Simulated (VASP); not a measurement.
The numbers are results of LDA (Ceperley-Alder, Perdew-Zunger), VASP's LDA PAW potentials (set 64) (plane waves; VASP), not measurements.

Input for VASP

**POSCAR**
```
FeAl
1
    2.8135222171     0.0000000000     0.0000000000
    0.0000000000     2.8135222171     0.0000000000
    0.0000000000     0.0000000000     2.8135222171
Al Fe
1 1
Direct
  0.5000000000   0.5000000000   0.5000000000
  0.0000000000   0.0000000000   0.0000000000
```

### INCAR
```
SYSTEM  =  FeAl
PREC  =  Accurate; ENCUT  =  500; LREAL  =  .FALSE.
LASPH  =  .TRUE.
EDIFF  =  1E-6; NELM  =  100; ALGO  =  Normal
LMAXMIX  =  4
ISMEAR  =  1; SIGMA  =  0.1
IBRION  =  2; NSW  =  40; ISIF  =  3
EDIFFG  =  -0.02; PSTRESS  =  50
LWAVE  =  .FALSE.; LCHARG  =  .FALSE.
```

**KPOINTS**
```
Automatic mesh
0
G
13 13 13
```

POTCAR, in this order: Al Fe (LDA.64 set). Program: vasp_std.

The resulting files:

### OUTCAR
```
 ion  position               nearest neighbor table
   1  0.500  0.500  0.500-   2 2.44   2 2.44   2 2.44   2 2.44   2 2.44   2 2.44   2 2.44   2 2.44
  LATTYP: Found a simple cubic cell.
 ALAT       =     2.8135222171
 Subroutine PRICEL returns:
 Original cell was already a primitive cell.
 Subroutine GETGRP returns: Found 48 space group operations
The static configuration has the point symmetry O_h .
The dynamic configuration has the point symmetry O_h .
 Subroutine INISYM returns: Found 48 space group operations
 Subroutine IBZKPT returns following result:
 Found     84 irreducible k-points:

 Following reciprocal coordinates:
            Coordinates               Weight
  0.000000  0.000000  0.000000      1.000000
  0.076923  0.000000  0.000000      6.000000
  0.153846  0.000000  0.000000      6.000000
  0.230769  0.000000  0.000000      6.000000
  0.307692  0.000000  0.000000      6.000000
  0.384615  0.000000  0.000000      6.000000
  0.461538  0.000000  0.000000      6.000000
  0.076923  0.076923  0.000000     12.000000
  0.153846  0.076923  0.000000     24.000000
  0.230769  0.076923  0.000000     24.000000
...
```

File OSZICAR:
```
       N       E                     dE             d eps       ncg     rms          rms(c)
DAV:   1     0.300063640557E+02    0.30006E+02   -0.49870E+03  1536   0.122E+03
DAV:   2    -0.149369830640E+02   -0.44943E+02   -0.43106E+02  1513   0.177E+02
DAV:   3    -0.161900186551E+02   -0.12530E+01   -0.12365E+01  1846   0.418E+01
DAV:   4    -0.162123108484E+02   -0.22292E-01   -0.22257E-01  1964   0.484E+00
DAV:   5    -0.162126734308E+02   -0.36258E-03   -0.36257E-03  1863   0.511E-01    0.142E+01
DAV:   6    -0.176895919811E+02   -0.14769E+01   -0.65827E+01  1717   0.137E+02    0.161E+01
DAV:   7    -0.143707834427E+02    0.33188E+01   -0.31367E+01  1708   0.852E+01    0.252E+00
DAV:   8    -0.143246906124E+02    0.46093E-01   -0.21804E-01  1823   0.624E+00    0.133E+00
DAV:   9    -0.143075345233E+02    0.17156E-01   -0.38372E-02  1964   0.293E+00    0.325E-01
DAV:  10    -0.143071285790E+02    0.40594E-03   -0.62398E-04  1848   0.373E-01    0.162E-01
DAV:  11    -0.143070964878E+02    0.32091E-04   -0.27113E-05  1681   0.442E-02    0.861E-03
DAV:  12    -0.143070957917E+02    0.69609E-06   -0.18575E-06  1254   0.193E-02
   1 F= -.13612055E+02 E0= -.13611917E+02  d E =-.136121E+02
       N       E                     dE             d eps       ncg     rms          rms(c)
DAV:   1    -0.145889958614E+02   -0.28190E+00   -0.61232E+00  1590   0.517E+01    0.537E+00
DAV:   2    -0.147799436418E+02   -0.19095E+00   -0.10191E+01  1716   0.560E+01    0.574E+00
DAV:   3    -0.142768345914E+02    0.50311E+00   -0.40031E+00  1733   0.341E+01    0.707E-01
DAV:   4    -0.142710663055E+02    0.57683E-02   -0.21111E-02  1730   0.172E+00    0.290E-01
DAV:   5    -0.142697939881E+02    0.12723E-02   -0.26234E-03  2096   0.610E-01    0.588E-02
DAV:   6    -0.142697999510E+02   -0.59629E-05   -0.93276E-05  1671   0.165E-01    0.191E-02
DAV:   7    -0.142698021523E+02   -0.22013E-05   -0.17602E-06  1373   0.137E-02    0.236E-03
DAV:   8    -0.142698020902E+02    0.62036E-07   -0.12692E-07   786   0.556E-03
   2 F= -.13608560E+02 E0= -.13608474E+02  d E =0.349520E-02
       N       E                     dE             d eps       ncg     rms          rms(c)
DAV:   1    -0.143937613527E+02   -0.12396E+00   -0.18390E+00  1577   0.287E+01    0.284E+00
DAV:   2    -0.144714074167E+02   -0.77646E-01   -0.34072E+00  1850   0.313E+01    0.341E+00
DAV:   3    -0.143013084843E+02    0.17010E+00   -0.11792E+00  1788   0.191E+01    0.382E-01
DAV:   4    -0.142996304312E+02    0.16781E-02   -0.41683E-03  1574   0.645E-01    0.154E-01
DAV:   5    -0.142994043435E+02    0.22609E-03   -0.80968E-04  2114   0.387E-01    0.220E-02
DAV:   6    -0.142994093920E+02   -0.50485E-05   -0.14127E-05  1631   0.609E-02    0.641E-03
DAV:   7    -0.142994089286E+02    0.46339E-06   -0.31267E-07   863   0.534E-03
   3 F= -.13620078E+02 E0= -.13619963E+02  d E =-.802341E-02
```

### OUTCAR
```
------------------------ aborting loop because EDIFF is reached ----------------------------------------
  FORCE on cell =-STRESS in cart. coord.  units (eV):
  Direction    XX          YY          ZZ          XY          YZ          ZX
  --------------------------------------------------------------------------------------
  Total        0.6779938      0.6779938      0.6779938      0.0000000      0.0000000      0.0000000
  in kB       49.9015958     49.9015958     49.9015958      0.0000000      0.0000000      0.0000000
  external PRESSURE =      -0.0984042 kB  Pullay stress =      50.0000000 kB
  volume of cell :       21.77
      direct lattice vectors                 reciprocal lattice vectors
     2.792162101 -0.000000000  0.000000000     0.358145395  0.000000000 -0.000000000
    -0.000000000  2.792162101  0.000000000     0.000000000  0.358145395  0.000000000
     0.000000000 -0.000000000  2.792162101    -0.000000000 -0.000000000  0.358145395
 POSITION                                       TOTAL-FORCE (eV/Angst)
 -----------------------------------------------------------------------------------
      1.39608      1.39608      1.39608        -0.000000     -0.000000      0.000000
      0.00000      0.00000      0.00000         0.000000      0.000000      0.000000
 -----------------------------------------------------------------------------------
    total drift:                                0.000000      0.000000      0.000000
  FREE ENERGIE OF THE ION-ELECTRON SYSTEM (eV)
  ---------------------------------------------------
  free  energy   TOTEN  =       -14.2994089286 eV

  energy  without entropy=      -14.2990629385  energy(sigma->0) =      -14.29929360
  enthalpy is  TOTEN    =       -13.6200781276 eV   P V=        0.6793308010

 reached required accuracy - stopping structural energy minimisation
```
(Selected blocks of OUTCAR.)

**CONTCAR**
```
FeAl
   1.00000000000000
     2.7921621014677820   -0.0000000000000000    0.0000000000000000
    -0.0000000000000000    2.7921621014677820    0.0000000000000000
     0.0000000000000000   -0.0000000000000000    2.7921621014677820
  Al              Fe
     1     1
Direct
     0.5000000000000000    0.5000000000000000    0.5000000000000000
     0.0000000000000000    0.0000000000000000    0.0000000000000000
```

### OUTCAR
```
 val. band max:        8.6359996284   @ k =   0.1538   0.1538   0.0000

 cond. band min:       8.6441023023   @ k =   0.4615   0.1538   0.0769


 Fermi energy:         8.6439926127

 k-point     1 :       0.0000    0.0000    0.0000
  band No.  band energies     occupation
      1      -2.0942      2.00000
      2       6.0764      2.00000
      3       6.0764      2.00000
      4       8.8247     -0.02833
      5       8.8247     -0.02833
      6       8.8247     -0.02833
      7      15.6362      0.00000
      8      15.6362      0.00000
      9      15.6362      0.00000

 k-point     2 :       0.0769    0.0000    0.0000
  band No.  band energies     occupation
      1      -1.9759      2.00000
      2       6.0686      2.00000
      3       6.1145      2.00000
      4       8.7450     -0.05232
      5       8.7450     -0.05232
      6       8.8332     -0.02234
      7      14.6642      0.00000
      8      15.8108      0.00000
      9      15.8108      0.00000

 k-point     3 :       0.1538    0.0000    0.0000
  band No.  band energies     occupation
      1      -1.6242      2.00000
      2       6.0046      2.00000
      3       6.2224      2.00000
      4       8.5375      2.06130
      5       8.5375      2.06130
      6       8.8567     -0.01040
      7      13.0643      0.00000
      8      16.3047      0.00000
      9      16.3047      0.00000

 k-point     4 :       0.2308    0.0000    0.0000
  band No.  band energies     occupation
      1      -1.0482      2.00000
      2       5.7584      2.00000
      3       6.3808      2.00000
      4       8.2717      2.00000
      5       8.2717      2.00000
      6       8.8900     -0.00276
      7      11.6509      0.00000
      8      17.0521      0.00000
      9      17.0521      0.00000

 k-point     5 :       0.3077    0.0000    0.0000
  band No.  band energies     occupation
      1      -0.2640      2.00000
      2       5.1645      2.00000
      3       6.5577      2.00000
...
```

Energy and stress use the plane-wave basis of the starting cell.

The compound is FeAl in the CsCl type structure. This run relaxes it under an external pressure of 5 GPa. Symmetry was kept, so distortions that lower it aren't found. The run is not spin-polarised, so no magnetic state was tried. The electron count is odd and the run is not spin-polarised, which forces a metal.
